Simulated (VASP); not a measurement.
# A VASP study of MnCO3 (Rhodochrosite) (rev-vdW-DF2 + U): structure first, properties next, part 7 of 9

Wanted: the relaxed cell of MnCO3 (Rhodochrosite) and its properties. The start is a cell from a database of measured crystal structures.

VASP 6.6.1; rev-vdW-DF2, DFT+U (Mn d 5 eV), spin-polarised from a ferromagnetic start; plane waves and PAW (Mn_pv, C, O).

Still holding for the runs below: The magnetic state follows from one typed start and may not be the lowest.

So far, gap on the k-mesh (eV): step 2 (relaxing cell and atoms (rev-vdW-DF2 + U)) 3.65; step 6 (density of states (rev-vdW-DF2 + U)) 3.59. The relaxed cell has a = 4.822, c = 15.570 Å (conventional setting).

### 7. Zone-centre phonons (rev-vdW-DF2 + U)

Zone-centre modes test whether the atoms sit at a minimum within this cell. IBRION = 6 takes the force constants from differences of forces between displaced cells, so the forces must be tight.

INCAR reads:

```
SYSTEM = MnCO3
PREC = Accurate
ENCUT = 520
EDIFF = 1E-08
NELM = 100
ISMEAR = 0
SIGMA = 0.05
LREAL = .FALSE.
ALGO = Normal
GGA = MK
AGGAC = 0
LUSE_VDW = .TRUE.
PARAM1 = 0.1234
PARAM2 = 0.711357
ZAB_VDW = -1.8867
LASPH = .TRUE.
NBANDS = 56
ISPIN = 2
MAGMOM = 4.673 4.673 0.021 0.021 0.028 0.028 0.028 0.028 0.028 0.028
LDAU = .TRUE.
LDAUTYPE = 2
LDAUL = 2 -1 -1
LDAUU = 5 0 0
LDAUJ = 0 0 0
LDAUPRINT = 1
LMAXMIX = 4
LORBIT = 11
LWAVE = .FALSE.
LCHARG = .FALSE.
KPAR = 8
IBRION = 6
NFREE = 2
POTIM = 0.015
ISIF = 2
NSW = 1
```

POSCAR reads:

```
MnCO3
1.0
    2.4109894724      4.1759562626      0.0000000000
   -2.4109894724      4.1759562626      0.0000000000
    0.0000000000     -2.7839708417      5.1899937859
Mn C O
2 2 6
Direct
    0.0000000000      0.0000000000      0.0000000000
    0.5000000000      0.5000000000      0.5000000000
    0.2500000000      0.2500000000      0.7500000000
    0.7500000000      0.7500000000      0.2500000000
    0.5191346289      0.9808653711      0.7500000000
    0.2500000000      0.5191346289      0.7500000000
    0.9808653711      0.2500000000      0.7500000000
    0.4808653711      0.0191346289      0.2500000000
    0.7500000000      0.4808653711      0.2500000000
    0.0191346289      0.7500000000      0.2500000000
```

KPOINTS reads:

```
Automatic mesh
0
Gamma
5 5 5
0 0 0
```

The projector-augmented-wave data sets are Mn_pv, C and O (PBE family, release 64).

Run with:

```sh
$ mpirun -np 8 vasp_std
```

The program printed:

```text
[... set-up lines as in an earlier step ...]
 entering main loop
       N       E                     dE             d eps       ncg     rms          rms(c)
DAV:   1     0.810236701294E+03    0.81024E+03   -0.36007E+04  4352   0.136E+03
DAV:   2     0.110862336078E+02   -0.79915E+03   -0.73677E+03  4296   0.412E+02
DAV:   3    -0.649625382241E+02   -0.76049E+02   -0.74518E+02  4976   0.140E+02
DAV:   4    -0.665555578678E+02   -0.15930E+01   -0.15837E+01  5032   0.211E+01
DAV:   5    -0.665786035463E+02   -0.23046E-01   -0.23029E-01  5336   0.255E+00    0.231E+01
DAV:   6    -0.611837754853E+02    0.53948E+01   -0.23207E+01  5464   0.311E+01    0.173E+01
DAV:   7    -0.621000975848E+02   -0.91632E+00   -0.40415E+00  4920   0.118E+01    0.108E+01
DAV:   8    -0.621865397555E+02   -0.86442E-01   -0.42799E-01  5136   0.500E+00    0.773E+00
DAV:   9    -0.624293377816E+02   -0.24280E+00   -0.20324E-01  5256   0.315E+00    0.109E+00
DAV:  10    -0.624252477427E+02    0.40900E-02   -0.50148E-02  5040   0.134E+00    0.345E-01
DAV:  11    -0.624324239559E+02   -0.71762E-02   -0.10749E-02  5544   0.728E-01    0.236E-01
DAV:  12    -0.624341754996E+02   -0.17515E-02   -0.83243E-04  4960   0.290E-01    0.688E-02
DAV:  13    -0.624342119670E+02   -0.36467E-04   -0.20569E-04  4992   0.850E-02    0.647E-02
DAV:  14    -0.624342379546E+02   -0.25988E-04   -0.26719E-05  4816   0.364E-02    0.169E-02
DAV:  15    -0.624342395625E+02   -0.16079E-05   -0.52710E-06  5024   0.227E-02    0.114E-02
DAV:  16    -0.624342417699E+02   -0.22075E-05   -0.19261E-06  5240   0.823E-03    0.222E-03
DAV:  17    -0.624342412601E+02    0.50981E-06   -0.14985E-07  4880   0.225E-03    0.956E-04
DAV:  18    -0.624342414695E+02   -0.20942E-06   -0.21661E-08  4376   0.776E-04    0.391E-04
DAV:  19    -0.624342415057E+02   -0.36161E-07   -0.27363E-09  3296   0.303E-04    0.171E-04
DAV:  20    -0.624342415004E+02    0.52505E-08   -0.54475E-10  2984   0.145E-04
   1 F= -.62434242E+02 E0= -.62434242E+02  d E =-.363226E-28  mag=    10.0000
 Found     7 degrees of freedom:
 Finite differences POTIM= 0.01500 DOF=   7
 bond charge predicted
       N       E                     dE             d eps       ncg     rms          rms(c)
DAV:   1    -0.624040013172E+02    0.30240E-01   -0.11139E+00 21232   0.159E+01    0.105E+00
DAV:   2    -0.624317201674E+02   -0.27719E-01   -0.21354E-01 14760   0.188E+00    0.445E-01
DAV:   3    -0.624333988549E+02   -0.16787E-02   -0.63122E-03 16024   0.412E-01    0.113E-01
DAV:   4    -0.624334230144E+02   -0.24159E-04   -0.29665E-04 17424   0.691E-02    0.660E-02
DAV:   5    -0.624334146494E+02    0.83650E-05   -0.90618E-06 20104   0.464E-02    0.343E-02
DAV:   6    -0.624334140519E+02    0.59746E-06   -0.69276E-06 20240   0.313E-02    0.595E-03
DAV:   7    -0.624334146981E+02   -0.64623E-06   -0.23186E-06 15968   0.909E-03    0.266E-03
DAV:   8    -0.624334147534E+02   -0.55224E-07   -0.96890E-08 19128   0.274E-03    0.117E-03
DAV:   9    -0.624334147185E+02    0.34805E-07   -0.20828E-08 13424   0.130E-03    0.336E-04
DAV:  10    -0.624334147374E+02   -0.18818E-07   -0.75411E-09 10272   0.548E-04    0.154E-04
DAV:  11    -0.624334147312E+02    0.61400E-08   -0.11530E-09  9752   0.199E-04
   2 F= -.62433415E+02 E0= -.62433415E+02  d E =-.958394E-28  mag=    10.0000
[... from here on, the cycles between the ionic steps are left out ...]
   3 F= -.62433415E+02 E0= -.62433415E+02  d E =-.107712E-27  mag=    10.0000
   4 F= -.62433243E+02 E0= -.62433243E+02  d E =-.120858E-27  mag=    10.0000
   5 F= -.62433243E+02 E0= -.62433243E+02  d E =-.120564E-27  mag=    10.0000
   6 F= -.62426891E+02 E0= -.62426891E+02  d E =-.364091E-29  mag=    10.0000
   7 F= -.62427184E+02 E0= -.62427184E+02  d E =-.106991E-30  mag=    10.0000
   8 F= -.62431669E+02 E0= -.62431669E+02  d E =-.581228E-29  mag=    10.0000
   9 F= -.62431669E+02 E0= -.62431669E+02  d E =-.554817E-29  mag=    10.0000
  10 F= -.62428998E+02 E0= -.62428998E+02  d E =-.577391E-25  mag=    10.0000
  11 F= -.62428762E+02 E0= -.62428762E+02  d E =-.175203E-10  mag=    10.0000
  12 F= -.62432721E+02 E0= -.62432721E+02  d E =-.216132E-29  mag=    10.0000
  13 F= -.62432721E+02 E0= -.62432721E+02  d E =-.217693E-29  mag=    10.0000
  14 F= -.62433496E+02 E0= -.62433496E+02  d E =-.752326E-28  mag=    10.0000
 Finite differences progress:
  Degree of freedom:   7/  7
  Displacement:        1/  2
  Total:              13/ 14
 bond charge predicted
       N       E                     dE             d eps       ncg     rms          rms(c)
DAV:   1    -0.624316551617E+02    0.18405E-02   -0.30131E+00 14424   0.676E+00    0.341E-01
DAV:   2    -0.624339962316E+02   -0.23411E-02   -0.37249E-02 16488   0.899E-01    0.227E-01
DAV:   3    -0.624335604565E+02    0.43578E-03   -0.71644E-04 17320   0.155E-01    0.152E-01
DAV:   4    -0.624334869452E+02    0.73511E-04   -0.38480E-04 16480   0.106E-01    0.324E-02
DAV:   5    -0.624334955140E+02   -0.85688E-05   -0.72788E-05 15960   0.385E-02    0.242E-02
DAV:   6    -0.624334960755E+02   -0.56150E-06   -0.15380E-06 17992   0.114E-02    0.133E-02
DAV:   7    -0.624334958063E+02    0.26919E-06   -0.90723E-07 15968   0.622E-03    0.238E-03
DAV:   8    -0.624334955634E+02    0.24292E-06   -0.29772E-07 17376   0.408E-03    0.125E-03
DAV:   9    -0.624334956944E+02   -0.13107E-06   -0.42101E-08 15928   0.109E-03    0.593E-04
DAV:  10    -0.624334956696E+02    0.24802E-07   -0.28644E-09 10064   0.368E-04    0.336E-04
DAV:  11    -0.624334956837E+02   -0.14099E-07   -0.13947E-09  9864   0.265E-04    0.967E-05
DAV:  12    -0.624334956903E+02   -0.66029E-08   -0.26940E-10  9872   0.122E-04
  15 F= -.62433496E+02 E0= -.62433496E+02  d E =-.777511E-28  mag=    10.0000
 Finite differences progress:
  Degree of freedom:   7/  7
  Displacement:        2/  2
  Total:              14/ 14
```

Wall time 28 min (8 MPI ranks of Intel Xeon 6975P-C (Granite Rapids), shared host); peak memory 8.8 GiB; 3.5 h of CPU time.

OUTCAR, selected parts (step 7):

```text
   NELECT =      70.0000    total number of electrons

atom =   1  type =  1  l = 2

 onsite density matrix

spin component  1

  0.9550  0.0134  0.0001  0.0092  0.0000
  0.0134  0.9692  0.0000 -0.0001  0.0093
  0.0001  0.0000  0.9458  0.0000 -0.0000
  0.0092 -0.0001  0.0000  0.9693 -0.0136
  0.0000  0.0093 -0.0000 -0.0136  0.9551

spin component  2

  0.0254  0.0191  0.0001  0.0151  0.0000
  0.0191  0.0444  0.0000 -0.0002  0.0153
  0.0001  0.0000  0.0127  0.0000 -0.0000
  0.0151 -0.0002  0.0000  0.0444 -0.0193
  0.0000  0.0153 -0.0000 -0.0193  0.0257

 occupancies and eigenvectors

  o =  0.0087  v =  0.0000  0.0000  0.0000  0.0000  0.0000 -0.1957 -0.2364  0.0078  0.5154  0.8001      0.0000  0.0000  0.0000  0.0000  0.0000  0.0000  0.0000  0.0000  0.0000  0.0000
  o =  0.0087  v =  0.0000  0.0000  0.0000  0.0000  0.0000  0.8011 -0.5142 -0.0123 -0.2354  0.1958      0.0000  0.0000  0.0000  0.0000  0.0000  0.0000  0.0000  0.0000  0.0000  0.0000
  o =  0.0127  v =  0.0000  0.0000  0.0000  0.0000  0.0000  0.0102 -0.0056  0.9999 -0.0083 -0.0036      0.0000  0.0000  0.0000  0.0000  0.0000  0.0000  0.0000  0.0000  0.0000  0.0000
  o =  0.0609  v =  0.0000  0.0000  0.0000  0.0000  0.0000 -0.5648 -0.6185 -0.0021 -0.5454  0.0304      0.0000  0.0000  0.0000  0.0000  0.0000  0.0000  0.0000  0.0000  0.0000  0.0000
  o =  0.0615  v =  0.0000  0.0000  0.0000  0.0000  0.0000  0.0300  0.5451 -0.0003 -0.6176  0.5662      0.0000  0.0000  0.0000  0.0000  0.0000  0.0000  0.0000  0.0000  0.0000  0.0000
  o =  0.9443  v =  0.2575 -0.4351 -0.0057  0.3349  0.7951  0.0000  0.0000  0.0000  0.0000  0.0000      0.0000  0.0000  0.0000  0.0000  0.0000  0.0000  0.0000  0.0000  0.0000  0.0000
  o =  0.9443  v =  0.7955 -0.3340 -0.0192 -0.4347 -0.2575  0.0000  0.0000  0.0000  0.0000  0.0000      0.0000  0.0000  0.0000  0.0000  0.0000  0.0000  0.0000  0.0000  0.0000  0.0000
  o =  0.9458  v =  0.0154 -0.0103  0.9998 -0.0079 -0.0002  0.0000  0.0000  0.0000  0.0000  0.0000      0.0000  0.0000  0.0000  0.0000  0.0000  0.0000  0.0000  0.0000  0.0000  0.0000
  o =  0.9798  v = -0.5476 -0.6640 -0.0024 -0.5084  0.0281  0.0000  0.0000  0.0000  0.0000  0.0000      0.0000  0.0000  0.0000  0.0000  0.0000  0.0000  0.0000  0.0000  0.0000  0.0000
  o =  0.9802  v =  0.0282  0.5081 -0.0004 -0.6636  0.5484  0.0000  0.0000  0.0000  0.0000  0.0000      0.0000  0.0000  0.0000  0.0000  0.0000  0.0000  0.0000  0.0000  0.0000  0.0000

atom =   2  type =  1  l = 2

 onsite density matrix

spin component  1

  0.9552 -0.0136  0.0001  0.0094  0.0000
 -0.0136  0.9694 -0.0000 -0.0001  0.0093
  0.0001 -0.0000  0.9457  0.0000  0.0000
  0.0094 -0.0001  0.0000  0.9693  0.0135
  0.0000  0.0093  0.0000  0.0135  0.9550

spin component  2

  0.0259 -0.0194  0.0001  0.0154  0.0000
 -0.0194  0.0446 -0.0000 -0.0002  0.0152
  0.0001 -0.0000  0.0128  0.0000  0.0000
  0.0154 -0.0002  0.0000  0.0446  0.0192
  0.0000  0.0152  0.0000  0.0192  0.0257

 occupancies and eigenvectors

  o =  0.0088  v =  0.0000  0.0000  0.0000  0.0000  0.0000  0.8062  0.5066 -0.0133 -0.2574 -0.1644      0.0000  0.0000  0.0000  0.0000  0.0000  0.0000  0.0000  0.0000  0.0000  0.0000
  o =  0.0088  v =  0.0000  0.0000  0.0000  0.0000  0.0000  0.1644 -0.2566 -0.0074 -0.5054  0.8073      0.0000  0.0000  0.0000  0.0000  0.0000  0.0000  0.0000  0.0000  0.0000  0.0000
  o =  0.0128  v =  0.0000  0.0000  0.0000  0.0000  0.0000  0.0107  0.0060  0.9999 -0.0086  0.0035      0.0000  0.0000  0.0000  0.0000  0.0000  0.0000  0.0000  0.0000  0.0000  0.0000
  o =  0.0613  v =  0.0000  0.0000  0.0000  0.0000  0.0000  0.0299 -0.5451 -0.0004 -0.6177 -0.5660      0.0000  0.0000  0.0000  0.0000  0.0000  0.0000  0.0000  0.0000  0.0000  0.0000
  o =  0.0619  v =  0.0000  0.0000  0.0000  0.0000  0.0000 -0.5675  0.6167 -0.0022 -0.5447 -0.0294      0.0000  0.0000  0.0000  0.0000  0.0000  0.0000  0.0000  0.0000  0.0000  0.0000
[...]
1.762109  3.052062  3.892495    -0.203941   -0.353235   -0.000000
      1.113228  1.391985  1.297498     0.407881   -0.000000   -0.000000
      0.648881  4.444047  1.297498    -0.203941    0.353235    0.000000
     -1.762109  2.515880  1.297498    -0.203941   -0.353235   -0.000000

   6 f  =   31.697659 THz   199.162267 2PiTHz 1057.320102 cm-1   131.090926 meV
             X         Y         Z           dx          dy          dz
      0.000000  0.000000  0.000000     0.000000    0.000000   -0.000000
      0.000000  2.783971  2.594997    -0.000000    0.000000    0.000000
      0.000000  0.000000  3.892495     0.000000    0.000000   -0.000000
      0.000000  5.567942  1.297498    -0.000000    0.000000   -0.000000
     -1.113228  4.175956  3.892495     0.408248    0.000000   -0.000000
     -0.648881  1.123894  3.892495    -0.204124    0.353553    0.000000
      1.762109  3.052062  3.892495    -0.204124   -0.353553   -0.000000
      1.113228  1.391985  1.297498    -0.408248    0.000000    0.000000
      0.648881  4.444047  1.297498     0.204124   -0.353553   -0.000000
     -1.762109  2.515880  1.297498     0.204124    0.353553    0.000000

   7 f  =   24.301769 THz   152.692517 2PiTHz  810.619755 cm-1   100.503995 meV
             X         Y         Z           dx          dy          dz
      0.000000  0.000000  0.000000     0.000000    0.000000    0.000000
      0.000000  2.783971  2.594997    -0.000000   -0.000000    0.000000
      0.000000  0.000000  3.892495    -0.000000    0.000000   -0.614377
      0.000000  5.567942  1.297498     0.000000   -0.000000    0.614377
     -1.113228  4.175956  3.892495    -0.000000    0.026523    0.200359
     -0.648881  1.123894  3.892495    -0.022970   -0.013262    0.200359
      1.762109  3.052062  3.892495     0.022970   -0.013262    0.200359
      1.113228  1.391985  1.297498    -0.000000   -0.026523   -0.200359
      0.648881  4.444047  1.297498     0.022970    0.013262   -0.200359
     -1.762109  2.515880  1.297498    -0.022970    0.013262   -0.200359

   8 f  =   24.098659 THz   151.416339 2PiTHz  803.844734 cm-1    99.664000 meV
             X         Y         Z           dx          dy          dz
      0.000000  0.000000  0.000000    -0.000000    0.000000    0.011750
      0.000000  2.783971  2.594997     0.000000    0.000000    0.011750
      0.000000  0.000000  3.892495    -0.000000   -0.000000    0.625422
      0.000000  5.567942  1.297498     0.000000   -0.000000    0.625422
     -1.113228  4.175956  3.892495     0.000000   -0.030127   -0.187960
     -0.648881  1.123894  3.892495     0.026091    0.015064   -0.187960
      1.762109  3.052062  3.892495    -0.026091    0.015064   -0.187960
      1.113228  1.391985  1.297498    -0.000000   -0.030127   -0.187960
      0.648881  4.444047  1.297498     0.026091    0.015064   -0.187960
     -1.762109  2.515880  1.297498    -0.026091    0.015064   -0.187960

   9 f  =   20.859963 THz   131.067015 2PiTHz  695.813479 cm-1    86.269837 meV
             X         Y         Z           dx          dy          dz
      0.000000  0.000000  0.000000    -0.001990    0.036206   -0.000000
      0.000000  2.783971  2.594997    -0.001982   -0.036206    0.000000
      0.000000  0.000000  3.892495    -0.201119   -0.000020    0.000000
      0.000000  5.567942  1.297498    -0.201119   -0.000020   -0.000000
     -1.113228  4.175956  3.892495    -0.322867    0.000045    0.000008
     -0.648881  1.123894  3.892495     0.250536    0.331022   -0.068273
      1.762109  3.052062  3.892495     0.250469   -0.331048    0.068265
      1.113228  1.391985  1.297498    -0.322867    0.000045    0.000008
      0.648881  4.444047  1.297498     0.250536    0.331022   -0.068273
     -1.762109  2.515880  1.297498     0.250469   -0.331048    0.068265
    [... 270 further lines ...]
      1.113228  1.391985  1.297498     0.000000   -0.000605   -0.262944
      0.648881  4.444047  1.297498     0.000524    0.000303   -0.262944
     -1.762109  2.515880  1.297498    -0.000524    0.000303   -0.262944

 ELASTIC MODULI CONTR FROM IONIC RELAXATION (kBar)
 Direction    XX          YY          ZZ          XY          YZ          ZX
 --------------------------------------------------------------------------------
 XX       -2753.0617   -703.8650    229.5731     -0.0000     10.3828      0.0000
 YY        -703.8650  -2753.0617    229.5731     -0.0000    -10.3828      0.0000
 ZZ         229.5731    229.5731    -30.4917     -0.0000     -0.0000     -0.0000
 XY          -0.0000     -0.0000      0.0000  -1024.5983     -0.0000     10.3828
 YZ          10.3828    -10.3828     -0.0000     -0.0000    -23.3850     -0.0000
 ZX           0.0000      0.0000     -0.0000     10.3828     -0.0000    -23.3850
 --------------------------------------------------------------------------------

[... 11 parts as in an earlier step ...]

[... 12 further parts left out ...]
[key lines of the parts left out:]
E-fermi :   3.6222
```

CONTCAR:

```
MnCO3
   1.00000000000000
     2.4109894723999998    4.1759562625999997    0.0000000000000000
    -2.4109894723999998    4.1759562625999997    0.0000000000000000
     0.0000000000000000   -2.7839708417000000    5.1899937858999996
  Mn              C               O
     2     2     6
Direct
     0.0000000000000000    0.0000000000000000    0.0000000000000000
     0.5000000000000000    0.5000000000000000    0.5000000000000000
     0.2500000000000000    0.2500000000000000    0.7500000000000000
     0.7500000000000000    0.7500000000000000    0.2500000000000000
     0.5181712366097175    0.9799019788097214    0.7471098231291237
     0.2500000000000000    0.5191346288999981    0.7500000000000000
     0.9808653711000019    0.2500000000000000    0.7500000000000000
     0.4808653711000019    0.0191346288999981    0.2500000000000000
     0.7500000000000000    0.4808653711000019    0.2500000000000000
     0.0191346288999981    0.7500000000000000    0.2500000000000000
```

The last energy, forces, stress and levels in OUTCAR belong to the last displaced cell, not to the cell of POSCAR.

Numbers from this step:

| Item | Value |
| --- | --- |
| bands | 56 |
| irreducible k-points | 19 |
| pressure of the cell | 0.04241 GPa |
| largest force of the cell | 0.004341 eV/Å |

Transverse limit, no LO-TO splitting. Modes at Γ, with each element's share of the kinetic energy:

```
mode  frequency (cm⁻¹)  symmetry  Mn %  C %  O %
   1              -0.6  acoustic    48   10   41
   2              -0.4  acoustic    48   10   42
   3              -0.4  acoustic    48   10   42
   4             148.5       A2u    31    5   64
   5             158.5        Eu    44    2   54
   6             158.5        Eu    44    2   54
   7             187.7        Eg     0   16   84
   8             187.7        Eg     0   16   84
   9             202.6        Eu    77    1   22
  10             202.6        Eu    77    1   22
  11             240.4       A1u   100    0    0
  12             246.6       A2g     0    9   91
  13             291.5        Eg     0    2   98
  14             291.5        Eg     0    2   98
  15             294.0        Eu    31    6   63
  16             294.0        Eu    31    6   63
  17             318.9       A2u    21    7   73
  18             362.2       A2g     0   16   84
  19             688.4        Eg     0    7   93
  20             688.4        Eg     0    7   93
  21             695.8        Eu     0    8   92
  22             695.8        Eu     0    8   92
  23             803.8       A2u     0   78   22
  24             810.6       A2g     0   75   25
  25            1057.3       A1g     0    0  100
  26            1057.9       A1u     0    0  100
  27            1369.9        Eu     0   73   27
  28            1369.9        Eu     0   73   27
  29            1388.9        Eg     0   75   25
  30            1388.9        Eg     0   75   25
```

Displacements in mode 4 (148.5 cm⁻¹), the largest set to 1:
```
Mn1  0.00  0.00  0.83
Mn2  0.00  0.00  0.83
C3   0.00  0.00 -0.69
C4   0.00  0.00 -0.69
O5   0.00  1.00 -0.79
O6  -0.87 -0.50 -0.79
O7   0.87 -0.50 -0.79
O8   0.00  1.00 -0.79
O9  -0.87 -0.50 -0.79
O10  0.87 -0.50 -0.79
```

Displacements in mode 13 (291.5 cm⁻¹), the largest set to 1:
```
Mn1  0.00  0.00  0.00
Mn2  0.00  0.00  0.00
C3   0.00  0.19  0.00
C4   0.00 -0.19  0.00
O5   0.00  0.11  1.00
O6  -0.04  0.18 -0.50
O7   0.04  0.18 -0.50
O8   0.00 -0.11 -1.00
O9   0.04 -0.18  0.50
O10 -0.04 -0.18  0.50
```

The three acoustic modes lie within 0.6 cm⁻¹ of zero, and all others are real. By the characters of their eigenvectors the optical modes sort into (cm⁻¹) Raman active: Eg 188, Eg 291, Eg 688, A1g 1057, Eg 1389; infrared active: A2u 149, Eu 159, Eu 203, Eu 294, A2u 319, Eu 696, A2u 804, Eu 1370; silent: A1u 240, A2g 247, A2g 362, A2g 811, A1u 1058. With a centre of inversion no mode is active in both.

[end of part 7 of 9]

[Lines on the potential files, build, host, timing and source positions are cut from VASP's logs without a mark.]

[Logs are printed without paths, hosts, clocks, repeated set-up lines and the standing remarks that a program may print on its own settings, such as how far it seeks lower states.]

[Hosts, paths, dates, database ids (printed as entryN), source tags and the programs' standing remarks are cut or masked in the printed files.]

[A measured line is paired with the nearest computed mode of its activity, which favours agreement.]
